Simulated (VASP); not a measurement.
Given:

```
MgTe
1.0
    3.56526     0.00000     0.00000
    0.00000     3.56526     0.00000
    0.00000     0.00000     3.56526
Mg Te
1 1
Cartesian
  0.00000   0.00000   0.00000
  1.78263   1.78263   1.78263
```

These are PBEsol GGA, VASP's PBE PAW potentials (set 64) (plane waves; VASP) values and carry that method's errors. Run with 500 eV cut-off, 10×10×10 Γ-centred mesh, first-order Methfessel-Paxton smearing of 0.10 eV, potentials Mg Te.

Unless said otherwise, spin-orbit coupling is left out, though it shifts the bands of the heavy elements here.

Task: What does the run give for the energy per atom (σ→0), pressure, band gap (on the k-mesh) with the smallest direct gap where there is one?

Result: 
| Item | Value |
|---|---|
| band gap (on the k-mesh) | none (metal, semimetal or under 0.01 eV) |
| energy per atom (σ→0) | -2.975 eV/atom |
| pressure | 4.99 GPa |

The absolute energy has meaning only against runs of the same code, potentials and settings.

The structure was generated: MgTe was put into the CsCl type type (Pm-3m), which need not be its known phase. It was relaxed first under an external pressure of 5 GPa.
